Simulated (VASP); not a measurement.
All values below come from PBE GGA, VASP's PBE PAW potentials (set 64) (plane waves; VASP).

The input files of a VASP run:

**POSCAR**
```
Tc
1.0
  1.3230918557  -2.2916628447   0.0000000000
  1.3230918557   2.2916628447   0.0000000000
  0.0000000000   0.0000000000   4.2330437616
Tc
2
Cartesian
  1.3230918557   0.7638891427   1.0582609404
  1.3230918557  -0.7638891427   3.1747828212
```

**INCAR**
```
ENCUT=500   ! plane-wave cut-off (eV)
PREC=Accurate
ALGO=Normal   ! blocked Davidson
GGA=PE   ! PBE
ISMEAR=1
EDIFF=1E-6   ! SCF stop (eV)
LASPH=T
LCHARG=F
ISIF=3   ! ions, shape and volume
LMAXMIX=4   ! l cut-off of mixed one-centre charges
SIGMA=0.1
SYSTEM=Tc
IBRION=2
NELM=100
PSTRESS=450
NSW=40   ! most ionic steps
LREAL=F   ! projection in real space or not
LWAVE=F
EDIFFG=-0.02   ! ionic stop
```

**KPOINTS**
```
Regular mesh
0
gamma
 16 16 9
```

POTCAR, in this order: Tc_pv (PBE.64 set). Program: vasp_std.

Output of the run:

**OSZICAR**
```
       N       E                     dE             d eps       ncg     rms          rms(c)
DAV:   1     0.306858864759E+03    0.30686E+03   -0.16545E+04  5149   0.159E+03
DAV:   2    -0.138467786183E+02   -0.32071E+03   -0.31723E+03  5634   0.458E+02
DAV:   3    -0.215285449590E+02   -0.76818E+01   -0.75281E+01  5806   0.823E+01
DAV:   4    -0.216035923765E+02   -0.75047E-01   -0.74710E-01  5633   0.799E+00
DAV:   5    -0.216042788942E+02   -0.68652E-03   -0.68636E-03  5644   0.715E-01    0.285E+01
DAV:   6    -0.204784138409E+02    0.11259E+01   -0.23049E+00  5381   0.159E+01    0.106E+01
DAV:   7    -0.203023765812E+02    0.17604E+00   -0.61689E-01  5630   0.758E+00    0.116E+00
DAV:   8    -0.202922942041E+02    0.10082E-01   -0.18295E-02  5201   0.153E+00    0.126E-01
DAV:   9    -0.202923240662E+02   -0.29862E-04   -0.25975E-04  5655   0.165E-01    0.194E-02
DAV:  10    -0.202923084559E+02    0.15610E-04   -0.94096E-06  5322   0.347E-02    0.282E-03
DAV:  11    -0.202923090200E+02   -0.56408E-06   -0.93792E-07  2697   0.104E-02
   1 F= -.13082473E+02 E0= -.13082120E+02  d E =-.130825E+02
       N       E                     dE             d eps       ncg     rms          rms(c)
DAV:   1    -0.202727862732E+02    0.19522E-01   -0.93574E-02  5213   0.379E+00    0.680E-01
DAV:   2    -0.202697939720E+02    0.29923E-02   -0.78618E-03  5223   0.971E-01    0.104E-01
DAV:   3    -0.202696310942E+02    0.16288E-03   -0.11271E-03  5482   0.334E-01    0.915E-02
DAV:   4    -0.202696981669E+02   -0.67073E-04   -0.51882E-05  5203   0.591E-02    0.930E-03
DAV:   5    -0.202697001651E+02   -0.19982E-05   -0.11090E-05  5438   0.325E-02    0.681E-03
DAV:   6    -0.202697005028E+02   -0.33771E-06   -0.92147E-07  2663   0.956E-03
   2 F= -.13082224E+02 E0= -.13081868E+02  d E =0.249105E-03
       N       E                     dE             d eps       ncg     rms          rms(c)
DAV:   1    -0.202904934419E+02   -0.20793E-01   -0.63724E-02  5212   0.314E+00    0.557E-01
DAV:   2    -0.202884658908E+02    0.20276E-02   -0.53605E-03  5222   0.800E-01    0.855E-02
DAV:   3    -0.202883517077E+02    0.11418E-03   -0.76426E-04  5478   0.274E-01    0.745E-02
DAV:   4    -0.202883861357E+02   -0.34428E-04   -0.35903E-05  5182   0.490E-02    0.884E-03
DAV:   5    -0.202883872466E+02   -0.11109E-05   -0.74767E-06  5401   0.268E-02    0.592E-03
DAV:   6    -0.202883874142E+02   -0.16760E-06   -0.63396E-07  2560   0.781E-03
   3 F= -.13082483E+02 E0= -.13082130E+02  d E =-.104686E-04
```

OUTCAR:
```
------------------------ aborting loop because EDIFF is reached ----------------------------------------
  FORCE on cell =-STRESS in cart. coord.  units (eV):
  Direction    XX          YY          ZZ          XY          YZ          ZX
  --------------------------------------------------------------------------------------
  Total        7.2091227      7.2091262      7.2049196      0.0000000      0.0000000      0.0000000
  in kB      450.2009907    450.2012106    449.9385126      0.0000000      0.0000000      0.0000000
  external PRESSURE =       0.1135713 kB  Pullay stress =     450.0000000 kB
  volume of cell :       25.66
      direct lattice vectors                 reciprocal lattice vectors
     1.322872720 -2.291283323  0.000000000     0.377965312 -0.218218321  0.000000000
     1.322872720  2.291283323  0.000000000     0.377965312  0.218218321  0.000000000
     0.000000000  0.000000000  4.232136869    -0.000000000  0.000000000  0.236287254
 POSITION                                       TOTAL-FORCE (eV/Angst)
 -----------------------------------------------------------------------------------
      1.32287      0.76376      1.05803        -0.000000      0.000000      0.000000
      1.32287     -0.76376      3.17410         0.000000     -0.000000      0.000000
 -----------------------------------------------------------------------------------
    total drift:                               -0.000018      0.000569     -0.000043
  FREE ENERGIE OF THE ION-ELECTRON SYSTEM (eV)
  ---------------------------------------------------
  free  energy   TOTEN  =       -20.2883874142 eV

  energy  without entropy=      -20.2873280662  energy(sigma->0) =      -20.28803430
  enthalpy is  TOTEN    =       -13.0824831752 eV   P V=        7.2059042390

 reached required accuracy - stopping structural energy minimisation
```
(Selected blocks of OUTCAR.)

**CONTCAR**
```
Tc
   1.00000000000000
     1.3228727203171469   -2.2912833230622760    0.0000000000000000
     1.3228727203171469    2.2912833230622760    0.0000000000000000
     0.0000000000000000    0.0000000000000000    4.2321368686446039
  Tc
     2
Direct
     0.3333330000000032    0.6666669999999968    0.2500000000000000
     0.6666669999999968    0.3333330000000032    0.7500000000000000
```

The compound is Tc in the hcp structure. This run relaxes it under an external pressure of 45 GPa. Symmetry was kept, so distortions that lower it aren't found.
